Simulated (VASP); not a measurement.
# TaMo2C3 (P-6m2) in VASP: settings compared, part 2 of 2

VASP 6.6.1.

### Step 3. Relaxation of cell and atoms, PBE

Contents of INCAR:

```
PREC = Accurate
ENCUT = 520
EDIFF = 1E-7
ISMEAR = 0
SIGMA = 0.1
LREAL = False
LASPH = True
NELM = 120
ALGO = Normal
ISIF = 3
LWAVE = False
LCHARG = False
GGA = PE
IBRION = 2
NSW = 60
EDIFFG = -0.005
POTIM = 0.3
KPAR = 4
```

Contents of KPOINTS:

```
Automatic mesh
0
Gamma
  12 12 4
```

Contents of POSCAR:

```
TaMo2C3                                 
1.0
    2.9580394883     -0.0000000000     -0.0000000000
   -1.4790197492      2.5617373418     -0.0000000000
   -0.0000000000      0.0000000000      8.5527429495
  Ta              Mo              C             
     1     2     3
Direct
     0.0000000000000000    0.0000000000000000    0.0000000000000000
     0.0000000000000000    0.0000000000000000    0.3351970634662298
     0.0000000000000000    1.0000000000000000    0.6648029365337701
     0.3333333300000021    0.6666666699999979    0.1755330616663715
     0.3333333300000021    0.6666666699999979    0.8244669383336285
     0.3333333300000021    0.6666666699999979    0.5000000000000000
```

Potentials or basis: VASP PAW PBE potentials, release 64 (Ta_pv, Mo_sv, C).

Command:

```console
> cat potpaw_PBE.64/Ta_pv/POTCAR potpaw_PBE.64/Mo_sv/POTCAR potpaw_PBE.64/C/POTCAR > POTCAR
> mpirun -np 4 vasp_std > vasp.out
```

OUTCAR:

```text
PREC = Accurate
   ENCUT = 520
   EDIFF = 1E-7
   ISMEAR = 0
   LREAL = False
   LASPH = True
   NELM = 120
   ISIF = 3
   GGA = PE
   IBRION = 2
   NSW = 60
   EDIFFG = -0.005
   POTIM = 0.3

 ion  position               nearest neighbor table
   1  0.000  0.000  0.000-   4 2.27   5 2.27   4 2.27   5 2.27   4 2.27   5 2.27   2 2.87   3 2.87

   2  0.000  0.000  0.335-   4 2.19   4 2.19   4 2.19   6 2.21   6 2.21   6 2.21   3 2.82   1 2.87

   3  0.000  0.000  0.665-   5 2.19   5 2.19   5 2.19   6 2.21   6 2.21   6 2.21   2 2.82   1 2.87

   4  0.333  0.667  0.176-   2 2.19   2 2.19   2 2.19   1 2.27   1 2.27   1 2.27
   5  0.333  0.667  0.824-   3 2.19   3 2.19   3 2.19   1 2.27   1 2.27   1 2.27
   6  0.333  0.667  0.500-   2 2.21   3 2.21   2 2.21   3 2.21   2 2.21   3 2.21

  LATTYP: Found a hexagonal cell.
 ALAT       =     2.9580394883
 C/A-ratio  =     2.8913552315

  Lattice vectors:

 A1 = (   2.9580394883,   0.0000000000,   0.0000000000)
 A2 = (  -1.4790197492,   2.5617373418,   0.0000000000)
 A3 = (   0.0000000000,   0.0000000000,   8.5527429495)

Analysis of symmetry for initial positions (statically):
=====================================================================
 Subroutine PRICEL returns:
 Original cell was already a primitive cell.

 Routine SETGRP: Setting up the symmetry group for a
 hexagonal supercell.

 Subroutine GETGRP returns: Found 12 space group operations
 (whereof 12 operations were pure point group operations)
 out of a pool of 24 trial point group operations.

The static configuration has the point symmetry D_3h.

Analysis of symmetry for dynamics (positions and initial velocities):
=====================================================================
 Subroutine PRICEL returns:
 Original cell was already a primitive cell.

 Routine SETGRP: Setting up the symmetry group for a
 hexagonal supercell.

 Subroutine GETGRP returns: Found 12 space group operations
 (whereof 12 operations were pure point group operations)
 out of a pool of 24 trial point group operations.

The dynamic configuration has the point symmetry D_3h.

 Subroutine INISYM returns: Found 12 space group operations
 (whereof 12 operations are pure point group operations),
 and found     1 'primitive' translations

----------------------------------------------------------------------------------------

                                     Primitive cell

  volume of cell :      64.8103

  direct lattice vectors                    reciprocal lattice vectors
     2.958039488  0.000000000  0.000000000     0.338061748  0.195180042  0.000000000
    -1.479019749  2.561737342  0.000000000     0.000000000  0.390360082  0.000000000
     0.000000000  0.000000000  8.552742950     0.000000000  0.000000000  0.116921554

  length of vectors
[... 132 lines left out ...]
 number of electron      51.0000007 magnetization

 Free energy of the ion-electron system (eV)
  ---------------------------------------------------
  ext. energy  EPLUGINS =         0.00000000
  ---------------------------------------------------
  free energy    TOTEN  =       -62.21919157 eV

  energy without entropy =      -62.21049046  energy(sigma->0) =      -62.21484102

------------------------ aborting loop because EDIFF is reached ----------------------------------------

  FORCE on cell =-STRESS in cart. coord.  units (eV):
  Direction    XX          YY          ZZ          XY          YZ          ZX
  --------------------------------------------------------------------------------------
  -------------------------------------------------------------------------------------
  Total       -0.0046244     -0.0046244      0.0053895      0.0000000      0.0000000      0.0000000
  in kB       -0.1143202     -0.1143202      0.1332333      0.0000000      0.0000000      0.0000000
  external PRESSURE =      -0.0318024 kB  Pullay stress =       0.0000000 kB

 VOLUME and BASIS-vectors are now :
 -----------------------------------------------------------------------------
  energy-cutoff  :      520.00
  volume of cell :       64.81
      direct lattice vectors                 reciprocal lattice vectors
     2.958039488  0.000000000  0.000000000     0.338061748  0.195180042  0.000000000
    -1.479019749  2.561737342  0.000000000     0.000000000  0.390360082  0.000000000
     0.000000000  0.000000000  8.552742950     0.000000000  0.000000000  0.116921554

 POSITION                                       TOTAL-FORCE (eV/Angst)
 -----------------------------------------------------------------------------------
      0.00000      0.00000      0.00000         0.000000      0.000000      0.000000
      0.00000      0.00000      2.86685         0.000000     -0.000000      0.008198
      0.00000      0.00000      5.68589         0.000000      0.000000     -0.008198
     -0.00000      1.70782      1.50129        -0.000000     -0.000000     -0.000896
     -0.00000      1.70782      7.05145        -0.000000      0.000000      0.000896
     -0.00000      1.70782      4.27637        -0.000000      0.000000      0.000000
 -----------------------------------------------------------------------------------
    total drift:                                0.000010     -0.000006      0.000000

  FREE ENERGIE OF THE ION-ELECTRON SYSTEM (eV)
  ---------------------------------------------------
  free  energy   TOTEN  =       -62.2191915719 eV

  energy  without entropy=      -62.2104904639  energy(sigma->0) =      -62.21484102

--------------------------------------- Ionic step        2  -------------------------------------------

 number of electron      51.0000007 magnetization

 Free energy of the ion-electron system (eV)
  ---------------------------------------------------
  ext. energy  EPLUGINS =         0.00000000
  ---------------------------------------------------
  free energy    TOTEN  =       -62.21919306 eV

  energy without entropy =      -62.21049852  energy(sigma->0) =      -62.21484579

 E-fermi :   9.6797     XC(G=0): -13.3306

 val. band max:        9.6719557669   @ k =   0.5000   0.0000   0.0000
 cond. band min:       9.7058439600   @ k =   0.3333   0.1667   0.2500
 fundamental gap:      0.0338881932
 Fermi energy:         9.6797342277

 k-point     1 :       0.0000    0.0000    0.0000
  band No.  band energies     occupation
      1     -51.1621      2.00000
      2     -51.1199      2.00000
      3     -25.5103      2.00000
      4     -25.1812      2.00000
      5     -24.9101      2.00000
      6     -24.9101      2.00000
[... 781 lines left out ...]
     29      12.9340      0.00000
     30      13.1615      0.00000

 [... further k-points ...]

------------------------ aborting loop because EDIFF is reached ----------------------------------------

  FORCE on cell =-STRESS in cart. coord.  units (eV):
  Direction    XX          YY          ZZ          XY          YZ          ZX
  --------------------------------------------------------------------------------------
  -------------------------------------------------------------------------------------
  Total       -0.0012210     -0.0012210     -0.0007501      0.0000000      0.0000000      0.0000000
  in kB       -0.0301849     -0.0301849     -0.0185429      0.0000000      0.0000000      0.0000000
  external PRESSURE =      -0.0263042 kB  Pullay stress =       0.0000000 kB

 VOLUME and BASIS-vectors are now :
 -----------------------------------------------------------------------------
  energy-cutoff  :      520.00
  volume of cell :       64.81
      direct lattice vectors                 reciprocal lattice vectors
     2.957973496  0.000000000  0.000000000     0.338069290  0.195184396  0.000000000
    -1.478986753  2.561680191 -0.000000000    -0.000000000  0.390368791 -0.000000000
    -0.000000000  0.000000000  8.552965323    -0.000000000  0.000000000  0.116918514

 POSITION                                       TOTAL-FORCE (eV/Angst)
 -----------------------------------------------------------------------------------
      0.00000      0.00000      0.00000        -0.000000      0.000000     -0.000000
     -1.47899      2.56168      2.86717        -0.000000     -0.000000     -0.002451
     -0.00000      0.00000      5.68580        -0.000000     -0.000000      0.002451
     -0.00000      1.70779      1.50130        -0.000000      0.000000      0.002163
     -0.00000      1.70779      7.05166         0.000000      0.000000     -0.002163
     -0.00000      1.70779      4.27648         0.000000     -0.000000      0.000000
 -----------------------------------------------------------------------------------
    total drift:                                0.000010     -0.000006      0.000000

  FREE ENERGIE OF THE ION-ELECTRON SYSTEM (eV)
  ---------------------------------------------------
  free  energy   TOTEN  =       -62.2191930650 eV

  energy  without entropy=      -62.2104985233  energy(sigma->0) =      -62.21484579

 reached required accuracy - stopping structural energy minimisation
```

Wall time 46 s (4 MPI ranks of Intel Xeon Platinum 8259CL at 2.50GHz (Skylake/Cascade Lake), shared host); peak memory 0.25 GiB.

Results:

| Item | Value |
| --- | --- |
| Free energy | -62.2192 eV |
| Energy gained by relaxing | 0.0 meV/atom |
| Ionic steps | 2 |
| Pressure after relaxing | 0.0 GPa |
| Band gap on the k mesh | none (metal or under the smearing width) |

Forces on the atoms (eV/Å):
```
Ta   0.000  0.000  0.000
Mo   0.000  0.000 -0.002
Mo   0.000  0.000  0.002
C    0.000  0.000  0.002
C    0.000  0.000 -0.002
C    0.000  0.000  0.000
```

Final structure:
```cif
data_structure
_symmetry_space_group_name_H-M 'P 1'
_symmetry_Int_Tables_number 1
_cell_length_a 2.9580
_cell_length_b 2.9580
_cell_length_c 8.5530
_cell_angle_alpha 90.000
_cell_angle_beta 90.000
_cell_angle_gamma 120.000
_cell_volume 64.81
loop_
_atom_site_label
_atom_site_type_symbol
_atom_site_fract_x
_atom_site_fract_y
_atom_site_fract_z
_atom_site_occupancy
Ta1 Ta 0.00000 0.00000 0.00000 1
Mo1 Mo 0.00000 0.00000 0.33522 1
Mo2 Mo 0.00000 0.00000 0.66478 1
C1 C 0.33333 0.66667 0.17553 1
C2 C 0.33333 0.66667 0.82447 1
C3 C 0.33333 0.66667 0.50000 1
```

### Step 4. Single point, r2SCAN

Contents of INCAR:

```
SYSTEM = TaMo2C3
ALGO = Normal
EDIFF = 1E-6
ENCUT = 520
ISIF = 2
ISMEAR = 0
KPAR = 4
LASPH = .TRUE.
LCHARG = .FALSE.
LMIXTAU = .TRUE.
LREAL = .FALSE.
LWAVE = .FALSE.
METAGGA = R2SCAN
NELM = 150
PREC = Accurate
SIGMA = 0.1
```

Contents of KPOINTS:

```
k-points
0
G
  12 12 4
  0 0 0
```

Contents of POSCAR:

```
TaMo2C3                                 
1.0
    2.9579734963      0.0000000000      0.0000000000
   -1.4789867532      2.5616801910     -0.0000000000
   -0.0000000000      0.0000000000      8.5529653229
  Ta              Mo              C             
     1     2     3
Direct
     0.0000000000000000    0.0000000000000000    0.0000000000000000
     0.0000000000000000    1.0000000000000000    0.3352248092018958
     0.0000000000000000    0.0000000000000000    0.6647751907981042
     0.3333333300000021    0.6666666699999979    0.1755300288470991
     0.3333333300000021    0.6666666699999979    0.8244699711529009
     0.3333333300000021    0.6666666699999979    0.5000000000000000
```

Command:

```console
> cat potpaw_PBE.64/Ta_pv/POTCAR potpaw_PBE.64/Mo_sv/POTCAR potpaw_PBE.64/C/POTCAR > POTCAR
> mpirun -np 4 vasp_std > vasp.out
```

Run time: 2 min. Hardware: 4 MPI ranks of Intel Xeon Platinum 8259CL at 2.50GHz (Skylake/Cascade Lake), shared host; peak memory 0.27 GiB.

It converged, with:

| Property | Result |
| --- | --- |
| Free energy | -131.6830 eV |
| Pressure | -1.9 GPa |
| Largest force | 0.037 eV/Å |
| Band gap on the k mesh | none (metal or under the smearing width) |

Forces on the atoms (eV/Å):
```
Ta   0.000  0.000  0.000
Mo   0.000  0.000 -0.037
Mo   0.000  0.000  0.037
C    0.000  0.000 -0.027
C    0.000  0.000  0.027
C    0.000  0.000  0.000
```

Stress tensor (GPa, compression positive):
```
-1.45  0.00  0.00
 0.00 -1.45  0.00
 0.00  0.00 -2.68
```

Levels at points of the mesh, in eV from the Fermi level:
| k point | band 24 | band 25 | band 26 | band 27 | band 28 | band 29 |
| --- | --- | --- | --- | --- | --- | --- |
| (0.00, 0.00, 0.00) | 0.43 | 0.43 | 0.50 | 0.50 | 0.85 | 2.39 |
| (0.50, 0.00, 0.00) | -0.04 | 0.36 | 0.52 | 2.73 | 3.32 | 3.59 |
| (0.00, 0.00, 0.50) | 0.10 | 0.10 | 0.87 | 1.04 | 1.55 | 1.55 |
| (0.50, 0.00, 0.50) | -1.17 | -1.08 | 1.00 | 3.14 | 3.17 | 3.82 |

Caveat: the PAW data sets were made with another functional, which shifts forces and pressure a little.
